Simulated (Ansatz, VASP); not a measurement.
# Cross-check of CoH3 between VASP and Ansatz

Wanted: the spread between two codes on one cell, functional and k mesh. The cell is taken from a series of runs on this material, whose earlier steps may have relaxed, scaled, displaced or heated it; both programs get it as it stands.

Method: plane waves, with VASP 6.6.1 beside it; zone-centre phonons at PBE, in Ansatz 0.2.0.

## Step 1: The starting structure

Symmetry: R3m, No. 160, trigonal system. The conventional cell has a = 3.681 Å, b = 3.681 Å, c = 4.680 Å, α = 90.00°, β = 90.00°, γ = 120.00°. Nearest to Co lie 9 H at 1.67 to 1.86 Å. Nearest to H lie 3 Co at 1.67 to 1.86 Å and 2 H at 1.76 Å. Farther neighbours are not listed.

## Step 2: VASP: zone-centre phonons, PBE

Second derivatives magnify differences that forces hide, and they need a tight electronic threshold.

Lines of VASP's logs that name or quote its potential files are left out, and so is its time.

INCAR reads:

```
SYSTEM = CoH3
PREC = Accurate
ENCUT = 600
EDIFF = 1E-08
NELM = 120
ISMEAR = 1
SIGMA = 0.2
LREAL = .FALSE.
ALGO = Normal
GGA = PE
NBANDS = 12
LASPH = .TRUE.
LORBIT = 11
LWAVE = .FALSE.
LCHARG = .FALSE.
ISIF = 2
IBRION = 8
GGA_COMPAT = .FALSE.
KPAR = 2
```

POSCAR reads:

```
CoH3
1.0
    1.8405615736      1.0626487200      1.5601444796
   -1.8405615736      1.0626487200      1.5601444796
    0.0000000000     -2.1252974400      1.5601444796
Co H
1 3
Direct
    0.9840575379      0.9840575379      0.9840575379
    0.5420334910      0.5420334910      0.0197974130
    0.0197974130      0.5420334910      0.5420334910
    0.5420334910      0.0197974130      0.5420334910
```

KPOINTS reads:

```
Automatic mesh
0
Gamma
15 15 15
0 0 0
```

The projector-augmented-wave data sets are Co and H (PBE family, release 64).

Run with:

```sh
$ mpirun -np 2 vasp_std
```

Numbers of over 12 decimals in the logs are rounded to 6 here.

Output:

```text
[banner, memory and clock lines left out]
running    2 mpi-ranks, on    1 nodes
 distrk:  each k-point on    1 cores,    2 groups
 distr:  one band on    1 cores,    1 groups

 POSCAR found type information on POSCAR CoH
 POSCAR found :  2 types and       4 ions
 LDA part: xc-table for (Slater+PW92), standard interpolation
 POSCAR, INCAR and KPOINTS ok, starting setup
 FFT: planning ... GRIDC
 FFT: planning ... GRID_SOFT
 FFT: planning ... GRID
 WAVECAR not read
 entering main loop
       N       E                     dE             d eps       ncg     rms          rms(c)
DAV:   1     0.412441764537E+02    0.41244E+02   -0.61397E+03  8344   0.129E+03
DAV:   2    -0.160812257223E+02   -0.57325E+02   -0.52749E+02  8556   0.209E+02
DAV:   3    -0.181229594034E+02   -0.20417E+01   -0.20261E+01  9632   0.465E+01
DAV:   4    -0.181453009342E+02   -0.22342E-01   -0.22333E-01  9404   0.431E+00
DAV:   5    -0.181459521383E+02   -0.65120E-03   -0.65119E-03  9960   0.761E-01    0.149E+01
DAV:   6    -0.183086577127E+02   -0.16271E+00   -0.45695E+01  9456   0.916E+01    0.114E+01
DAV:   7    -0.162521971403E+02    0.20565E+01   -0.18308E+01  9720   0.569E+01    0.288E+00
DAV:   8    -0.162129807097E+02    0.39216E-01   -0.20181E-01 10784   0.489E+00    0.747E-01
DAV:   9    -0.162113788666E+02    0.16018E-02   -0.13961E-02 10176   0.993E-01    0.151E-01
DAV:  10    -0.162113388519E+02    0.40015E-04   -0.87878E-04 10288   0.297E-01    0.440E-02
DAV:  11    -0.162113402711E+02   -0.14192E-05   -0.13111E-04  9436   0.160E-01    0.173E-02
DAV:  12    -0.162113385430E+02    0.17281E-05   -0.69947E-06 10400   0.286E-02    0.314E-03
DAV:  13    -0.162113378465E+02    0.69650E-06   -0.37462E-07  9228   0.817E-03    0.129E-03
DAV:  14    -0.162113378967E+02   -0.50180E-07   -0.18707E-08  6944   0.170E-03    0.577E-04
DAV:  15    -0.162113379292E+02   -0.32557E-07   -0.24991E-09  4956   0.551E-04    0.357E-05
DAV:  16    -0.162113379363E+02   -0.70839E-08   -0.57032E-10  4380   0.342E-04
   1 F= -.16211338E+02 E0= -.16211891E+02  d E =0.166068E-02
 Linear response reoptimize wavefunctions to high precision
DAV:   1    -0.162113379383E+02   -0.19526E-08   -0.12748E-10  4808   0.139E-04
DAV:   2    -0.162113379383E+02   -0.89813E-11   -0.45034E-11  4260   0.675E-05
 Linear response DOF=           5
 Linear response progress:
  Degree of freedom:   1/  5
       N       E                     dE             d eps       ncg     rms          rms(c)
RMM:   1    -0.168416338745E+00   -0.16842E+00   -0.12339E-01 59379   0.287E+00
RMM:   2    -0.166390629440E+00    0.20257E-02   -0.44029E-03 62520   0.714E-01    0.159E-01
RMM:   3    -0.166476034153E+00   -0.85405E-04   -0.23287E-04 66216   0.143E-01    0.964E-02
RMM:   4    -0.166948624172E+00   -0.47259E-03   -0.15140E-04 68804   0.104E-01    0.870E-03
RMM:   5    -0.166936224518E+00    0.12400E-04   -0.40702E-06 73161   0.207E-02    0.474E-03
RMM:   6    -0.166935119931E+00    0.11046E-05   -0.29098E-07 72559   0.521E-03    0.112E-03
RMM:   7    -0.166926338737E+00    0.87812E-05   -0.28864E-08 74032   0.161E-03    0.249E-04
RMM:   8    -0.166923256559E+00    0.30822E-05   -0.25244E-09 77203   0.523E-04    0.847E-05
RMM:   9    -0.166923272919E+00   -0.16361E-07    0.19103E-09 77363   0.177E-04    0.281E-05
RMM:  10    -0.166923323148E+00   -0.50229E-07    0.47481E-09 79046   0.675E-05    0.154E-05
RMM:  11    -0.166923377981E+00   -0.54833E-07    0.31222E-09 80400   0.198E-05    0.734E-06
RMM:  12    -0.166923340893E+00    0.37088E-07    0.98063E-10 75566   0.107E-05    0.745E-07
RMM:  13    -0.166923340638E+00    0.25556E-09   -0.27561E-10 82383   0.414E-06    0.606E-07
 first order change of Fermi-energy  -0.58405E-05
 force on displaced ion       1 direction 1 :  -2.057   0.001   0.000
 Linear response progress:
  Degree of freedom:   2/  5
       N       E                     dE             d eps       ncg     rms          rms(c)
RMM:   1    -0.167316596933E+00   -0.16732E+00   -0.12122E-01 12118   0.288E+00
RMM:   2    -0.165560070249E+00    0.17565E-02   -0.44954E-03 12742   0.718E-01    0.186E-01
RMM:   3    -0.165682685984E+00   -0.12262E-03   -0.40139E-04 11739   0.260E-01    0.118E-01
RMM:   4    -0.165694459219E+00   -0.11773E-04   -0.21280E-04 11501   0.222E-01    0.831E-02
RMM:   5    -0.166124089479E+00   -0.42963E-03   -0.13110E-04 13857   0.108E-01    0.712E-03
RMM:   6    -0.166099121154E+00    0.24968E-04   -0.33672E-06 14855   0.192E-02    0.467E-03
RMM:   7    -0.166079552863E+00    0.19568E-04   -0.29094E-07 13837   0.622E-03    0.883E-04
RMM:   8    -0.166074535439E+00    0.50174E-05   -0.60541E-08 15827   0.214E-03    0.365E-04
RMM:   9    -0.166071561532E+00    0.29739E-05   -0.82334E-09 15322   0.655E-04    0.920E-05
RMM:  10    -0.166071775453E+00   -0.21392E-06   -0.92394E-10 15157   0.238E-04    0.401E-05
RMM:  11    -0.166071711511E+00    0.63942E-07   -0.20132E-11 15815   0.853E-05    0.110E-05
RMM:  12    -0.166071752062E+00   -0.40551E-07   -0.18497E-11 16340   0.292E-05    0.479E-06
RMM:  13    -0.166071743383E+00    0.86790E-08   -0.20849E-11 15747   0.892E-06    0.162E-06
 first order change of Fermi-energy   0.66893E+00
 force on displaced ion       1 direction 3 :  -0.000   0.000  -4.244
 Linear response progress:
  Degree of freedom:   3/  5
       N       E                     dE             d eps       ncg     rms          rms(c)
RMM:   1    -0.150360150162E-01   -0.15036E-01    0.22334E-02 89762   0.103E+00
RMM:   2    -0.148981833496E-01    0.13783E-03   -0.91157E-04 56746   0.414E-01    0.797E-02
RMM:   3    -0.152254426310E-01   -0.32726E-03   -0.23055E-04 67031   0.117E-01    0.438E-02
RMM:   4    -0.157020977683E-01   -0.47666E-03   -0.30343E-05 64818   0.473E-02    0.667E-03
RMM:   5    -0.158128751064E-01   -0.11078E-03   -0.33491E-06 70524   0.140E-02    0.217E-03
RMM:   6    -0.157961398549E-01    0.16735E-04   -0.41979E-07 66882   0.522E-03    0.836E-04
RMM:   7    -0.157929395421E-01    0.32003E-05   -0.12405E-07 69113   0.233E-03    0.371E-04
RMM:   8    -0.157946214983E-01   -0.16820E-05   -0.18565E-08 73334   0.687E-04    0.110E-04
RMM:   9    -0.157946066902E-01    0.14808E-07   -0.48521E-09 76959   0.185E-04    0.401E-05
RMM:  10    -0.157943022879E-01    0.30440E-06    0.59615E-10 74866   0.604E-05    0.716E-06
RMM:  11    -0.157942643889E-01    0.37899E-07   -0.10885E-10 79871   0.182E-05    0.247E-06
RMM:  12    -0.157942505448E-01    0.13844E-07    0.41038E-10 76058   0.524E-06    0.530E-07
RMM:  13    -0.157942502151E-01    0.32967E-09   -0.16731E-10 64049   0.196E-06    0.264E-07
 first order change of Fermi-energy   0.48766E-03
 force on displaced ion       2 direction 1 :  -0.355   0.000   0.001
 Linear response progress:
  Degree of freedom:   4/  5
       N       E                     dE             d eps       ncg     rms          rms(c)
RMM:   1    -0.142796670472E-01   -0.14280E-01    0.14757E-02 48412   0.860E-01
RMM:   2    -0.140448100532E-01    0.23486E-03   -0.52507E-04 30666   0.311E-01    0.640E-02
RMM:   3    -0.142895551191E-01   -0.24475E-03   -0.13952E-04 33955   0.980E-02    0.388E-02
RMM:   4    -0.145173442401E-01   -0.22779E-03   -0.29876E-05 30512   0.712E-02    0.234E-02
RMM:   5    -0.146489880178E-01   -0.13164E-03   -0.12779E-05 31280   0.444E-02    0.348E-03
RMM:   6    -0.146879851152E-01   -0.38997E-04   -0.23333E-06 38088   0.113E-02    0.131E-03
RMM:   7    -0.146829270728E-01    0.50580E-05   -0.15686E-07 37067   0.361E-03    0.563E-04
RMM:   8    -0.146877914152E-01   -0.48643E-05   -0.26874E-08 39704   0.111E-03    0.218E-04
RMM:   9    -0.146874804262E-01    0.31099E-06   -0.65727E-09 37836   0.573E-04    0.711E-05
RMM:  10    -0.146875159468E-01   -0.35521E-07   -0.34091E-09 39598   0.231E-04    0.197E-05
RMM:  11    -0.146875118078E-01    0.41389E-08   -0.18667E-10 40839   0.739E-05    0.133E-05
 first order change of Fermi-energy  -0.49611E-01
 force on displaced ion       2 direction 2 :  -0.000  -3.361   0.332
 Linear response progress:
  Degree of freedom:   5/  5
       N       E                     dE             d eps       ncg     rms          rms(c)
RMM:   1    -0.151031337441E-01   -0.15103E-01    0.12349E-02 47798   0.952E-01
RMM:   2    -0.144515230100E-01    0.65161E-03   -0.72581E-04 30581   0.365E-01    0.762E-02
RMM:   3    -0.147340448599E-01   -0.28252E-03   -0.18543E-04 35986   0.103E-01    0.415E-02
RMM:   4    -0.151148222982E-01   -0.38078E-03   -0.26186E-05 32206   0.537E-02    0.149E-02
RMM:   5    -0.151651296146E-01   -0.50307E-04   -0.73204E-06 32496   0.327E-02    0.450E-03
RMM:   6    -0.152211801792E-01   -0.56051E-04   -0.14142E-06 37126   0.915E-03    0.123E-03
RMM:   7    -0.152135738652E-01    0.76063E-05   -0.13257E-07 37493   0.306E-03    0.550E-04
RMM:   8    -0.152181494123E-01   -0.45755E-05   -0.11283E-08 40224   0.977E-04    0.145E-04
RMM:   9    -0.152178855098E-01    0.26390E-06   -0.21673E-09 40880   0.328E-04    0.514E-05
RMM:  10    -0.152179639110E-01   -0.78401E-07   -0.32098E-10 39896   0.922E-05    0.138E-05
RMM:  11    -0.152179872053E-01   -0.23294E-07    0.90213E-12 39804   0.349E-05    0.590E-06
RMM:  12    -0.152180010202E-01   -0.13815E-07    0.20770E-11 40552   0.120E-05    0.208E-06
RMM:  13    -0.152180009047E-01    0.11549E-09    0.45354E-11 41781   0.406E-06    0.303E-07
 first order change of Fermi-energy  -0.22241E+00
 force on displaced ion       2 direction 3 :  -0.000   0.333  -2.525
 Linear response finished
```

From OUTCAR (step 2):

```text
ion  position               nearest neighbor table
   1  0.984  0.984  0.984-   3 1.67   4 1.67   2 1.67   2 1.86   2 1.86   3 1.86   4 1.86   4 1.86
                             3 1.86
   2  0.542  0.542  0.020-   1 1.67   1 1.86   1 1.86
   3  0.020  0.542  0.542-   1 1.67   1 1.86   1 1.86
   4  0.542  0.020  0.542-   1 1.67   1 1.86   1 1.86

  LATTYP: Found a trigonal (rhomboedric) cell.
 ALAT       =     2.6364635415
 COS(alpha) =     0.0252636612

 Subroutine GETGRP returns: Found  6 space group operations
 (whereof  6 operations were pure point group operations)

The static configuration has the point symmetry C_3v.

 Found    344 irreducible k-points:

   k-points           NKPTS =    344   k-points in BZ     NKDIM =    344   number of bands    NBANDS=     12

   dimension x,y,z NGX =    24 NGY =   24 NGZ =   24
   dimension x,y,z NGXF=    48 NGYF=   48 NGZF=   48

   ENCUT  =  600.0 eV  44.10 Ry    6.64 a.u.   5.27  5.27  5.27*2*pi/ulx,y,z

   NELECT =      12.0000    total number of electrons

 k-points in reciprocal lattice and weights: Automatic mesh
   0.00000000  0.00000000  0.00000000       0.000
   0.06666667  0.00000000 -0.00000000       0.002
   0.13333333  0.00000000 -0.00000000       0.002
   0.20000000  0.00000000  0.00000000       0.002
   0.26666667  0.00000000 -0.00000000       0.002
   0.33333333  0.00000000 -0.00000000       0.002
   0.40000000  0.00000000 -0.00000000       0.002
   0.46666667  0.00000000 -0.00000000       0.002
   0.06666667  0.06666667 -0.00000000       0.002
[...]
0.46666667  0.46666667  0.46666667       0.001
  -0.46666667  0.46666667  0.46666667       0.002

 average (electrostatic) potential at core
       1 -81.0200       2 -30.2092       3 -30.2092       4 -30.2092

  Total       -0.0176606     -0.0176606     -0.0084535      0.0000000     -0.0000000      0.0000000
  in kB       -1.5454689     -1.5454689     -0.7397597      0.0000000     -0.0000000      0.0000000
  external PRESSURE =      -1.2768991 kB  Pullay stress =       0.0000000 kB

  energy-cutoff  :      600.00
  volume of cell :       18.31
      direct lattice vectors                 reciprocal lattice vectors
     1.840561574  1.062648720  1.560144480     0.271656220  0.156840792  0.213655426
    -1.840561574  1.062648720  1.560144480    -0.271656220  0.156840792  0.213655426
     0.000000000 -2.125297440  1.560144480     0.000000000 -0.313681584  0.213655426

 POSITION                                       TOTAL-FORCE (eV/Angst)
 -----------------------------------------------------------------------------------
      0.00000      0.00000      4.60582        -0.000000      0.000000      0.016003
      0.00000      1.10991      1.72219        -0.000000     -0.003385     -0.005334
     -0.96121     -0.55495      1.72219         0.002931      0.001692     -0.005334
      0.96121     -0.55495      1.72219        -0.002931      0.001692     -0.005334
 -----------------------------------------------------------------------------------
    total drift:                               -0.000000     -0.000001     -0.000122

 Eigenvectors and eigenvalues of the dynamical matrix
 ----------------------------------------------------

   1 f  =   33.953754 THz   213.337731 2PiTHz 1132.575335 cm-1   140.421382 meV
             X         Y         Z           dx          dy          dz
      0.000000  0.000000  4.605816    -0.000000    0.000000    0.001165
      0.000000  1.109907  1.722188     0.000000   -0.577342   -0.003039
     -0.961208 -0.554953  1.722188     0.499993    0.288671   -0.003039
      0.961208 -0.554953  1.722188    -0.499993    0.288671   -0.003039

   2 f  =   30.448109 THz   191.311110 2PiTHz 1015.639588 cm-1   125.923203 meV
             X         Y         Z           dx          dy          dz
      0.000000  0.000000  4.605816    -0.000001   -0.045773    0.000000
      0.000000  1.109907  1.722188    -0.000008    0.492619   -0.596539
     -0.961208 -0.554953  1.722188     0.325182   -0.070586    0.298286
      0.961208 -0.554953  1.722188    -0.325163   -0.070606    0.298253

   3 f  =   30.448109 THz   191.311110 2PiTHz 1015.639588 cm-1   125.923203 meV
             X         Y         Z           dx          dy          dz
      0.000000  0.000000  4.605816     0.045773   -0.000001   -0.000000
      0.000000  1.109907  1.722188     0.258335    0.000016   -0.000019
     -0.961208 -0.554953  1.722188    -0.304871   -0.325175   -0.516609
      0.961208 -0.554953  1.722188    -0.304891    0.325170    0.516628

   4 f  =   24.245261 THz   152.337467 2PiTHz  808.734851 cm-1   100.270297 meV
             X         Y         Z           dx          dy          dz
      0.000000  0.000000  4.605816    -0.000004    0.099104   -0.000000
      0.000000  1.109907  1.722188    -0.000004   -0.599501   -0.540427
     -0.961208 -0.554953  1.722188    -0.299863   -0.080082    0.270195
      0.961208 -0.554953  1.722188     0.299896   -0.080105    0.270232

   5 f  =   24.245261 THz   152.337467 2PiTHz  808.734851 cm-1   100.270297 meV
             X         Y         Z           dx          dy          dz
      0.000000  0.000000  4.605816    -0.099104   -0.000004    0.000000
      0.000000  1.109907  1.722188    -0.093042    0.000023    0.000021
     -0.961208 -0.554953  1.722188     0.426377    0.299883   -0.468034
      0.961208 -0.554953  1.722188     0.426353   -0.299877    0.468013

   6 f  =   19.052316 THz   119.709233 2PiTHz  635.516861 cm-1    78.794013 meV
             X         Y         Z           dx          dy          dz
      0.000000  0.000000  4.605816    -0.000000   -0.000000   -0.220193
      0.000000  1.109907  1.722188     0.000000   -0.003112    0.563171
     -0.961208 -0.554953  1.722188     0.002695    0.001556    0.563171
      0.961208 -0.554953  1.722188    -0.002695    0.001556    0.563171

   7 f  =    4.733696 THz    29.742690 2PiTHz  157.899105 cm-1    19.576985 meV
             X         Y         Z           dx          dy          dz
      0.000000  0.000000  4.605816     0.000000   -0.000000   -0.000000
      0.000000  1.109907  1.722188     0.577350    0.000000   -0.000000
     -0.961208 -0.554953  1.722188    -0.288675    0.500000   -0.000000
      0.961208 -0.554953  1.722188    -0.288675   -0.500000    0.000000

   8 f  =    4.613988 THz    28.990541 2PiTHz  153.906071 cm-1    19.081912 meV
             X         Y         Z           dx          dy          dz
      0.000000  0.000000  4.605816     0.000017    0.196123   -0.000000
      0.000000  1.109907  1.722188    -0.000067   -0.219408    0.136916
     -0.961208 -0.554953  1.722188     0.233064   -0.623121   -0.068468
      0.961208 -0.554953  1.722188    -0.233127   -0.623162   -0.068447

   9 f  =    4.613988 THz    28.990541 2PiTHz  153.906071 cm-1    19.081912 meV
             X         Y         Z           dx          dy          dz
      0.000000  0.000000  4.605816     0.196123   -0.000017   -0.000000
      0.000000  1.109907  1.722188    -0.757719    0.000019   -0.000012
     -0.961208 -0.554953  1.722188    -0.354006    0.233151   -0.118567
      0.961208 -0.554953  1.722188    -0.353965   -0.233040    0.118579

  10 f/i=    0.002212 THz     0.013896 2PiTHz    0.073772 cm-1     0.009147 meV
             X         Y         Z           dx          dy          dz
      0.000000  0.000000  4.605816    -0.000000   -0.000000    0.975456
      0.000000  1.109907  1.722188    -0.000000   -0.000013    0.127130
     -0.961208 -0.554953  1.722188     0.000011    0.000006    0.127130
      0.961208 -0.554953  1.722188    -0.000011    0.000006    0.127130

  11 f/i=    0.023647 THz     0.148579 2PiTHz    0.788782 cm-1     0.097796 meV
             X         Y         Z           dx          dy          dz
      0.000000  0.000000  4.605816    -0.574850   -0.786871   -0.000000
      0.000000  1.109907  1.722188    -0.077219   -0.103571    0.000497
     -0.961208 -0.554953  1.722188    -0.075131   -0.104494   -0.000563
      0.961208 -0.554953  1.722188    -0.076974   -0.105840    0.000066

  12 f/i=    0.023647 THz     0.148579 2PiTHz    0.788782 cm-1     0.097796 meV
             X         Y         Z           dx          dy          dz
      0.000000  0.000000  4.605816    -0.786871    0.574850   -0.000000
      0.000000  1.109907  1.722188    -0.105699    0.075664   -0.000363
     -0.961208 -0.554953  1.722188    -0.104776    0.077751   -0.000249
      0.961208 -0.554953  1.722188    -0.103430    0.075909    0.000612

 ELASTIC MODULI CONTR FROM IONIC RELAXATION (kBar)
 Direction    XX          YY          ZZ          XY          YZ          ZX
 --------------------------------------------------------------------------------
 XX        -567.6595     44.5937   -576.0566     -0.0000   -324.1795     -0.0000
 YY          44.5937   -567.6595   -576.0566      0.0000    324.1795      0.0000
 ZZ        -576.0566   -576.0566  -1648.9011     -0.0000      0.0000      0.0000
 XY          -0.0000      0.0000     -0.0000   -306.1283     -0.0000   -715.6560
 YZ        -324.1795    324.1795      0.0000     -0.0000   -906.4423     -0.0000
 ZX          -0.0000      0.0000      0.0000   -715.6560     -0.0000  -2445.8142
 --------------------------------------------------------------------------------
```

(Continued in part 2 of 2.)

[Lines on the potential files, build, host, timing and source positions are cut from VASP's logs without a mark.]

[Logs are printed without paths, hosts, clocks, repeated set-up lines and the standing remarks that a program may print on its own settings, such as how far it seeks lower states.]

[Hosts, paths, dates, database ids (printed as entryN), source tags and the programs' standing remarks are cut or masked in the printed files.]
